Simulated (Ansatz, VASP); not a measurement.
# Cross-check of CsSnH3 between VASP and Ansatz, part 2 of 2

Aim: how closely do two programs agree when they are given the same cell, functional and k mesh? The cell is generated by rule, not measured, and may not be a known phase. The cell is taken from a series of runs on this material, whose earlier steps may have relaxed, scaled, displaced or heated it; both programs get it as it stands.

VASP 6.6.1 and Ansatz 0.2.0.

So far: The structure; VASP: zone-centre phonons, PBEsol.

The structure was built from a prototype and need not be the compound's stable phase.

## (3) Ansatz: zone-centre phonons, PBEsol

Level of this step: Ansatz beside VASP: Kohn-Sham DFT, plane waves, PBEsol (Ansatz).

Ansatz runs on its default PAW (the set named soft_2) files.

The same cell, functional, mesh and smearing now go to Ansatz, which takes its cutoff from its data sets.

Input file input.yaml:

```yaml
crystal:
  lattice:
    - [4.4041233197, 0.0, 0.0]
    - [0.0, 4.4041233197, 0.0]
    - [0.0, 0.0, 4.4041233197]
  atoms:
    - { symbol: Cs, position: [0.0, 0.0, 0.0] }
    - { symbol: Sn, position: [0.5, 0.5, 0.5] }
    - { symbol: H, position: [0.5, 0.5, 0.0] }
    - { symbol: H, position: [0.5, 0.0, 0.5] }
    - { symbol: H, position: [0.0, 0.5, 0.5] }
kpoints:
  mp_grid: { grid: [8, 8, 8] }
hamiltonian:
  xc: pbesol
scf:
  occupations: { method: methfessel_paxton, width: 0.2 }
output:
  eigenvalues: true
phonons:
  method: dfpt
```

On the command line:

```bash
$ ansatz run input.yaml --threads 8 --pin off --max-ram 14336MiB --backend cpu --events-out ev --progress --plain --runs-dir out
```

Numbers of over 12 decimals in the logs are rounded to 6 here.

Log:

```text
zone centre: on kpoints.mp_grid the ground state, and the responses unless they are solved on pairs of k-points, stand on 125 of the mesh's 512 k-points, reduced under 8 symmetry operations, with k and −k counted as one. Each operation leaves every solved displacement unchanged or reverses it
Engine: ansatz 0.2.0, aarch64-unknown-linux-gnu
Pseudopotentials: kind: paw
Pseudopotential: Cs, paw, valence charge 9, recommended cutoff 420 eV (normal), Cs.paw.azcp
Pseudopotential: Sn, paw, valence charge 14, recommended cutoff 420 eV (normal), Sn.paw.azcp
Pseudopotential: H, paw, valence charge 1, recommended cutoff 420 eV (normal), H.paw.azcp
Functional definition: PBEsol
  exchange = pbesol_x
  correlation = pbesol_c
Crystal: 5 atoms, lattice volume = 85.424 Å³
Basis set: ecut = 420 eV, 1743 PW (Γ), exchange–correlation on 60×60×60 points (8 copies of the dense FFT grid, shifted against one another)
Bands: 18, of which v1, the nominal top of the filled ones, is band 13 counted from 1 (12 counted from 0)
Symmetry: 48 space group operations
k-points: 125 of 512 (irreducible under 8 space group operations)
Non-local potential: Cs, projectors of the file, l = 0: 3, l = 1: 2, l = 2: 2, l = 3: 2
Non-local potential: Sn, projectors of the file, l = 0: 2, l = 1: 2, l = 2: 2, l = 3: 2
Non-local potential: H, projectors of the file, l = 0: 2, l = 1: 1
PAW form: soft (Blöchl's): semilocal exchange-correlation on the pseudo side does not see the compensation charge
PAW frozen core: Cs, regenerated for the run's functional, and the local potential with it (the file was generated under x = pbe(κ = 0.804, μ = 0.219515), c = pbe(β = 0.066725))
PAW frozen core: Sn, regenerated for the run's functional, and the local potential with it (the file was generated under x = pbe(κ = 0.804, μ = 0.219515), c = pbe(β = 0.066725))
PAW one-centre angular grid: Cs, 194 points (default); XC on 64 Gauss nodes
PAW one-centre angular grid: Sn, 590 points (default); XC on 64 Gauss nodes
PAW one-centre angular grid: H, 110 points (default); XC on 64 Gauss nodes
Initial density: superposition of atomic densities (neutral atoms: chi_scale 0, normalization atom), corrected by the library's trained network
Initial wavefunctions: pseudopotential atomic-orbital guess
Functional: x = pbesol(κ = 0.804, μ = 0.123457), c = pbesol(β = 0.046)
SCF iter   1: F=—  HF=-11582.335140 eV  |F-HF|=—  |Δ(HF+E_count)|=         —  Δρ=7.15e-3  dr2=4.10e-2  ethr=1.77e-3  ⟨swp⟩=6.2  Hψ=11571  notcnv=0
preconditioner: auto → Kerker (q_TF=auto, 2.238 Å⁻¹)  [metal: Δε(μ)=0.058 eV  Ē_g=9.847 eV  σ=0.200 eV  W_gap=0.24  n_scr=18 (ndim 8)  ℏωp=15.0 eV  f_vac=0.000  D(μ)=1.26/eV (n_scr^D=6)]
SCF iter   2: F=—  HF=-11582.324245 eV  |F-HF|=—  |Δ(HF+E_count)|=   1.09e-2  S|Δr|=    0.00e0  Δρ=3.43e-3  dr2=1.08e-2  ethr=1.58e-4  ⟨swp⟩=1.0  Hψ=3250  notcnv=0
SCF iter   3: F=—  HF=-11582.320626 eV  |F-HF|=—  |Δ(HF+E_count)|=   3.62e-3  S|Δr|=    0.00e0  Δρ=5.16e-4  dr2=5.82e-4  ethr=4.15e-5  ⟨swp⟩=2.0  Hψ=2628  notcnv=0
SCF iter   4: F=—  HF=-11582.320476 eV  |F-HF|=—  |Δ(HF+E_count)|=   1.51e-4  S|Δr|=    0.00e0  Δρ=2.22e-4  dr2=8.52e-5  ethr=2.24e-6  ⟨swp⟩=2.0  Hψ=3740  notcnv=0
SCF iter   5: F=—  HF=-11582.320432 eV  |F-HF|=—  |Δ(HF+E_count)|=   4.39e-5  S|Δr|=    0.00e0  Δρ=8.26e-5  dr2=8.57e-6  ethr=3.28e-7  ⟨swp⟩=2.5  Hψ=3881  notcnv=0
SCF iter   6: F=—  HF=-11582.320430 eV  |F-HF|=—  |Δ(HF+E_count)|=   1.32e-6  S|Δr|=    0.00e0  Δρ=2.51e-5  dr2=4.79e-7  ethr=3.30e-8  ⟨swp⟩=2.4  Hψ=3505  notcnv=0
SCF iter   7: F=—  HF=-11582.320430 eV  |F-HF|=—  |Δ(HF+E_count)|=   4.75e-7  S|Δr|=    0.00e0  Δρ=3.94e-6  dr2=1.62e-8  ethr=1.84e-9  ⟨swp⟩=2.1  Hψ=3128  notcnv=0
SCF iter   8: F=—  HF=-11582.320430 eV  |F-HF|=—  |Δ(HF+E_count)|=   7.71e-9  S|Δr|=    0.00e0  Δρ=9.88e-7  dr2=1.25e-9  ethr=6.25e-11  ⟨swp⟩=2.4  Hψ=3686  notcnv=0
SCF iter   9: F=—  HF=-11582.320430 eV  |F-HF|=—  |Δ(HF+E_count)|=   1.08e-9  S|Δr|=    0.00e0  Δρ=2.84e-7  dr2=1.13e-10  ethr=4.81e-12  ⟨swp⟩=2.0  Hψ=3400  notcnv=0
SCF iter  10: F=-11582.320430 eV  HF=-11582.320430 eV  |F-HF|=3.64e-12  |Δ(HF+E_count)|=  5.64e-11  S|Δr|=    0.00e0  Δρ=4.04e-8  dr2=1.37e-12  ethr=1.00e-12  ⟨swp⟩=7.2  Hψ=13532  notcnv=0
SCF 1 converged in 10 iterations: F = -11582.320430 eV  dr2 = 1.37e-12
  greatest PAW one-centre occupation: 0.992 electrons in one spin orbital (limit 2), on the Sn atom at site 1 (counted from 0), in its partial waves of l = 2
DFPT response loops at Γ: preconditioner auto → Kerker (q_TF=auto, 2.238 Å⁻¹) (partly filled bands, converged f_vac=0.000); β = 1.00, the filter's whole step (`scf.mixing.beta` (0.50) is not read by the response loops under this deck's `scf.mixing.preconditioner`; to damp them name `kerker` or `kerker_dos`, under which they read `scf.mixing.beta`, and type it under 1.00, their step now; both keys bind the ground state too); Broyden in place of MSR1
SCF converged after 10 iterations
Stability not checked: this state was not tested for a lower state beside it, because cold or Methfessel-Paxton smearing, or corrected tetrahedra, fill the levels in a way that the test cannot read (fill_not_monotonic; see scf.lower_state_search)
Free energy (F): -11582.320430 eV
Harris-Foulkes:  -11582.320430 eV  (|F-HF|=3.64e-12)
Internal energy: -11582.321466 eV  (E = F + TS)
E sigma→0 (E₀):  -11582.320689 eV
Entropy (-TS):   0.001036 eV (0.207 meV/atom)
Fermi energy:    7.490786 eV
Step filling:    the computed levels leave a gap of 0.0000 eV = 0.0 smearing widths at the electron count; against every level under it full and every level over it empty, smearing changes F+E_penalty+E_count by -0.668 meV and its σ→0 estimate by -0.927 meV
--- Per-component energies (eV) ---
  E_band       = -159.421662
  E_kinetic    = 368.256989
  E_local      = -1358.854794  (includes V_loc(G=0)·N_el)
  E_nonlocal   = 4.349717
  E_hartree    = 730.646645
  E_xc         = -578.860546
  E_vxc        = -258.113438  (∫ρ·V_xc dr)
  E_paw        = -9048.853207  (= ΣΔE_a)
  E_vpaw       = -376.350397  (= ΣTr[D̂ρ^β])
  E_aug_tail   = -0.003013  (compensation charges beyond the density's cutoff)
  E_ewald      = -1699.432257
  E_core_change = 0.429000  (= ΣΔE_core)
  E_smearing   = 0.001036  (= −TS)
  E_closure    = 0.000000  (closes the sum)
  Σ components = -11582.320430   (vs F -11582.320430, Δ=0.00e0)
--- Band table (eV; the first three rows and the last of 125) ---
  k-point 0: bands = [... 9 lower, -1.7303, 4.5845, 4.5845, 7.9280, 7.9280, 7.9280, 9.7601, 11.8409, ... 1 higher]
  k-point 1: bands = [... 9 lower, -1.3395, 4.2327, 4.6351, 7.7777, 7.8493, 7.8493, 10.5680, 11.3717, ... 1 higher]
  k-point 2: bands = [... 9 lower, -0.7974, 3.3495, 4.7657, 7.6555, 7.6555, 8.0138, 10.5425, 11.8347, ... 1 higher]
  k-point 124: bands = [... 9 lower, 0.7723, 2.0794, 2.0794, 2.0794, 12.0839, 12.0839, 12.0839, 13.9266, ... 1 higher]
--- Phonons (Γ-DFPT): 4 representative perturbations + reference, on 125 of 512 k-points (Σ response iterations 13) ---
  k mesh reduced under 8 symmetry operations, with k and −k counted as one. Each operation leaves every solved displacement unchanged or reverses it
  ASR residual: 3.912e-5 → 0.000e0 eV/Å²; symmetrization residual: 9.281e-7 eV/Å²
  ASR residual per site (eV/Å²): 7.86e-6 3.91e-5 3.73e-6 3.73e-6 3.73e-6
  Γ frequencies (cm⁻¹): -1375.13 -1375.13 -1375.13 0.00 0.00 0.00 85.91 85.91 85.91 615.10 615.10 615.10 626.17 626.17 626.17
  non-analytic LO–TO correction: not included (Born effective charges unavailable; polar crystals: no LO–TO splitting at Γ)
```

The column dr2 measures how far the density is from self-consistency, as an energy; F and HF (Harris–Foulkes) agree once it is small.

## (4) Comparison

Known differences besides the potentials themselves: the cutoff is 420 eV in Ansatz and 500 eV in VASP; Ansatz makes its cores anew for this functional, VASP keeps those of its PBE data sets. Total energies have different zeros and are not compared.

The two programs side by side:

| quantity | Ansatz | VASP | difference |
| --- | --- | --- | --- |
| optical mode 1 to 3 (imaginary, printed as negative) (cm⁻¹) | -1375.1 | -1356.5 | -18.7 |
| optical mode 4 to 6 (cm⁻¹) | 85.9 | 86.5 | -0.67 % |
| optical mode 7 to 9 (cm⁻¹) | 615.1 | 619.3 | -0.67 % |
| optical mode 10 to 12 (cm⁻¹) | 626.2 | 630.6 | -0.71 % |

Modes are paired by rising frequency, not by their patterns, so a pair may set unlike modes beside each other; they are those without the splitting of longitudinal modes.

## (5) Outcome

```
r.m.s. difference of the optical zone-centre modes, each program's sorted by frequency (zone-centre phonons, PBEsol) : 9.8 cm⁻¹
difference in optical mode 10 to 12 (zone-centre phonons, PBEsol)                                                    : -0.7 %
```

**Reading.** The r.m.s. difference of the optical zone-centre modes, each program's sorted by frequency is 9.8 cm⁻¹ (zone-centre phonons, PBEsol). Among the rows given in per cent, the largest difference of the zone-centre phonons, PBEsol pair is in optical mode 10 to 12, -0.7 %. How closely two codes agree says nothing of how well the functional describes the real material.

[Lines on the potential files, build, host, timing and source positions are cut from VASP's logs without a mark.]

[Logs are printed without paths, hosts, clocks, repeated set-up lines and the standing remarks that a program may print on its own settings, such as how far it seeks lower states.]

[Hosts, paths, dates, database ids (printed as entryN), source tags and the programs' standing remarks are cut or masked in the printed files.]
